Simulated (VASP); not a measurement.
MnSiSe3:

```xyz
5
Lattice="4.8341 0.0000 0.0000 0.0000 4.8341 0.0000 0.0000 0.0000 4.8341" Properties=species:S:1:pos:R:3 pbc="T T T"
Mn    0.0000    0.0000    0.0000
Si    2.4171    2.4171    2.4171
Se    0.0000    2.4171    2.4171
Se    2.4171    0.0000    2.4171
Se    2.4171    2.4171    0.0000
```

The cell was built by a generator and needn't be a form met in nature.

Base run:

| Property | Result |
| --- | --- |
| Program | VASP 6.6.1 |
| Functional | RPBE |
| Potentials or basis | VASP PAW PBE potentials, release 64 (Mn_pv, Si, Se) |
| Cutoff | 520 eV |
| k mesh | 5 × 5 × 5 |
| Occupations | fermi-dirac, width 0.05 eV |
| Spin | collinear spin, ferromagnetic start |
| Starting moments | [4.0, 0.0, 0.0, 0.0, 0.0] μB |

Its results: pressure 1.7 GPa; net moment 5.28 μB per cell; site moments Mn +4.52; Si +0.06; Se +0.06 μB.

Problem. The run is repeated on the same cell with these changes: functional from RPBE to PBEsol. What comes out?

Solution. Pressure -2.5 GPa; net moment 5.29 μB per cell; site moments Mn +4.50; Si +0.05; Se +0.06 μB.

PBEsol binds more tightly than RPBE, so the same cell stands under less pressure.

Caveats: the PAW data sets were made with another functional, which shifts forces and pressure a little; a cell with one magnetic atom can't hold antiferromagnetic order, which such compounds often take.

Not every run made on this cell is shown here.
